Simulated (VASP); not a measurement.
Calculation: revPBE GGA, VASP's PBE PAW potentials (set 64) (plane waves; VASP).

Input for VASP

File KPOINTS:
```
Regular mesh
0
Gamma
15 15 9
```

File POSCAR:
```
Os
1
    1.3668370179    -2.3674307998     0.0000000000
    1.3668370179     2.3674307998     0.0000000000
    0.0000000000     0.0000000000     4.3068475966
Os
2
Direct
  0.3333330000   0.6666670000   0.2500000000
  0.6666670000   0.3333330000   0.7500000000
```

**INCAR**
```
SYSTEM = Os
PREC = Accurate
ENCUT = 520
EDIFF = 1E-7
NELM = 100
ALGO = Normal
LREAL = .FALSE.
LASPH = .TRUE.
ISMEAR = 1
SIGMA = 0.1
GGA = RE
LMAXMIX = 6
LWAVE = .FALSE.
LCHARG = .FALSE.
ISIF = 4
IBRION = 2
NSW = 30
EDIFFG = -0.01
```

POTCAR, in this order: Os (PBE.64 set). Program: vasp_std.

Output

File OSZICAR:
```
       N       E                     dE             d eps       ncg     rms          rms(c)
DAV:   1     0.107974149200E+03    0.10797E+03   -0.77084E+03  3240   0.128E+03
DAV:   2    -0.151567697607E+02   -0.12313E+03   -0.11097E+03  3384   0.402E+02
DAV:   3    -0.225640840082E+02   -0.74073E+01   -0.67805E+01  4028   0.802E+01
DAV:   4    -0.227649875003E+02   -0.20090E+00   -0.19865E+00  3480   0.132E+01
DAV:   5    -0.227672606691E+02   -0.22732E-02   -0.22700E-02  3788   0.118E+00    0.229E+01
DAV:   6    -0.217556906295E+02    0.10116E+01   -0.10547E+00  3504   0.939E+00    0.108E+01
DAV:   7    -0.214403944405E+02    0.31530E+00   -0.81993E-01  3672   0.819E+00    0.442E-01
DAV:   8    -0.214348922544E+02    0.55022E-02   -0.81136E-03  3320   0.773E-01    0.289E-01
DAV:   9    -0.214332241393E+02    0.16681E-02   -0.13210E-03  3504   0.450E-01    0.451E-02
DAV:  10    -0.214332585205E+02   -0.34381E-04   -0.53796E-05  3640   0.736E-02    0.117E-02
DAV:  11    -0.214332281419E+02    0.30379E-04   -0.62330E-06  3360   0.306E-02    0.769E-04
DAV:  12    -0.214332273366E+02    0.80527E-06   -0.13699E-07  2788   0.444E-03    0.105E-03
DAV:  13    -0.214332271511E+02    0.18553E-06   -0.10194E-08  1692   0.102E-03    0.172E-04
DAV:  14    -0.214332271004E+02    0.50620E-07   -0.33874E-09  1676   0.761E-04
   1 F= -.21433227E+02 E0= -.21433606E+02  d E =-.214332E+02
       N       E                     dE             d eps       ncg     rms          rms(c)
DAV:   1    -0.214375811323E+02   -0.43540E-02   -0.50168E-01  3288   0.624E+00    0.374E-01
DAV:   2    -0.214330029883E+02    0.45781E-02   -0.55312E-03  3944   0.998E-01    0.192E-01
DAV:   3    -0.214315491263E+02    0.14539E-02   -0.26267E-03  3608   0.446E-01    0.374E-02
DAV:   4    -0.214315573936E+02   -0.82673E-05   -0.17216E-04  3368   0.172E-01    0.182E-02
DAV:   5    -0.214315554345E+02    0.19591E-05   -0.25403E-06  3948   0.167E-02    0.474E-03
DAV:   6    -0.214315553190E+02    0.11553E-06   -0.15640E-07  2196   0.547E-03    0.122E-03
DAV:   7    -0.214315553288E+02   -0.98415E-08   -0.23526E-08  1668   0.212E-03
   2 F= -.21431555E+02 E0= -.21431742E+02  d E =0.167177E-02
       N       E                     dE             d eps       ncg     rms          rms(c)
DAV:   1    -0.214364505434E+02   -0.48952E-02   -0.21144E-01  3300   0.406E+00    0.241E-01
DAV:   2    -0.214345518321E+02    0.18987E-02   -0.23055E-03  3952   0.643E-01    0.124E-01
DAV:   3    -0.214339423953E+02    0.60944E-03   -0.11107E-03  3612   0.290E-01    0.236E-02
DAV:   4    -0.214339460158E+02   -0.36205E-05   -0.72732E-05  3332   0.113E-01    0.121E-02
DAV:   5    -0.214339452520E+02    0.76380E-06   -0.11159E-06  3908   0.109E-02    0.313E-03
DAV:   6    -0.214339451987E+02    0.53304E-07   -0.78156E-08  1744   0.390E-03
   3 F= -.21433945E+02 E0= -.21434284E+02  d E =-.718098E-03
```

OUTCAR:
```
------------------------ aborting loop because EDIFF is reached ----------------------------------------
  FORCE on cell =-STRESS in cart. coord.  units (eV):
  Direction    XX          YY          ZZ          XY          YZ          ZX
  --------------------------------------------------------------------------------------
  Total        2.2386479      2.2386472      2.2384988     -0.0000000      0.0000000      0.0000000
  in kB      128.6805340    128.6804934    128.6719613     -0.0000000      0.0000000      0.0000000
  external PRESSURE =     128.6776629 kB  Pullay stress =       0.0000000 kB
  volume of cell :       27.87
      direct lattice vectors                 reciprocal lattice vectors
     1.364886580 -2.364052530  0.000000000     0.366330805 -0.211501222 -0.000000000
     1.364886580  2.364052530  0.000000000     0.366330805  0.211501222 -0.000000000
     0.000000000  0.000000000  4.319165480     0.000000000  0.000000000  0.231526207
 POSITION                                       TOTAL-FORCE (eV/Angst)
 -----------------------------------------------------------------------------------
      1.36489      0.78802      1.07979        -0.000000      0.000000      0.000000
      1.36489     -0.78802      3.23937         0.000000     -0.000000      0.000000
 -----------------------------------------------------------------------------------
    total drift:                                0.000001      0.000021     -0.000020
  FREE ENERGIE OF THE ION-ELECTRON SYSTEM (eV)
  ---------------------------------------------------
  free  energy   TOTEN  =       -21.4339451987 eV

  energy  without entropy=      -21.4349627565  energy(sigma->0) =      -21.43428438

 reached required accuracy - stopping structural energy minimisation
```
(Selected blocks of OUTCAR.)

CONTCAR:
```
Os
   1.00000000000000
     1.3648865800167795   -2.3640525300523487    0.0000000000000000
     1.3648865800167795    2.3640525300523487    0.0000000000000000
     0.0000000000000000    0.0000000000000000    4.3191654796370340
  Os
     2
Direct
     0.3333330000000032    0.6666669999999968    0.2500000000000000
     0.6666669999999968    0.3333330000000032    0.7500000000000000
```

The compound is Os in the hcp structure. This cell is one point of a volume scan, at 0.97 of the reference volume. Symmetry was kept, so distortions that lower it aren't found.
